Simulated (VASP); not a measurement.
Method: TPSS meta-GGA, VASP's PBE PAW potentials (set 64) (plane waves; VASP).

VASP ran on this input.

**INCAR**
```
! general
SYSTEM  = W
PREC    = Accurate
ENCUT   = 520
LREAL   = .FALSE.
LASPH   = .TRUE.   ! aspherical one-centre terms

! electronic loop
EDIFF   = 1E-7
NELM    = 100   ! most electronic steps
ALGO    = Normal   ! blocked Davidson
LMAXMIX = 6   ! l cut-off of mixed one-centre charges
LMIXTAU = .TRUE.

! smearing
ISMEAR  = 1
SIGMA   = 0.1

! functional
METAGGA = TPSS

! ions
ISIF    = 2   ! forces and stress, cell fixed

! output
LWAVE   = .FALSE.
LCHARG  = .FALSE.
```

### KPOINTS
```
Automatic mesh
0
Gamma
16 16 16
0 0 0
```

### POSCAR
```
W
1
   -1.5714513892     1.5714513892     1.5714513892
    1.5714513892    -1.5714513892     1.5714513892
    1.5714513892     1.5714513892    -1.5714513892
W
1
Direct
  0.0000000000   0.0000000000   0.0000000000
```

POTCAR, in this order: W_sv (PBE.64 set). Program: vasp_std.

Unless said otherwise, spin-orbit coupling is left out, though it shifts the bands of the heavy elements here.

Question: Estimate the energy per atom (σ→0), pressure, band gap (on the k-mesh).

Answer: 
```json
{
  "energy per atom (σ→0)": "-14.353 eV/atom",
  "band gap (on the k-mesh)": "none (metal, semimetal or under 0.01 eV)",
  "pressure": "9.89 GPa"
}
```

OSZICAR:
```
...
DAV:  10    -0.143365250876E+02   -0.59245E-01   -0.45052E-02  3296   0.302E+00    0.730E-01
DAV:  11    -0.143509462157E+02   -0.14421E-01   -0.88298E-03  3310   0.109E+00    0.413E-02
DAV:  12    -0.143526294760E+02   -0.16833E-02   -0.61062E-04  3624   0.395E-01    0.153E-01
DAV:  13    -0.143526599673E+02   -0.30491E-04   -0.15477E-05  3396   0.585E-02    0.115E-01
DAV:  14    -0.143526548065E+02    0.51608E-05   -0.17396E-05  3448   0.553E-02    0.270E-02
DAV:  15    -0.143526557236E+02   -0.91705E-06   -0.12320E-06  3541   0.166E-02    0.650E-03
DAV:  16    -0.143526556636E+02    0.59973E-07   -0.20174E-07  3070   0.529E-03
   1 F= -.14352656E+02 E0= -.14352504E+02  d E =-.455773E-03
```

The compound is W in the bcc structure. This cell is one point of a volume scan, at 0.97 of the reference volume.
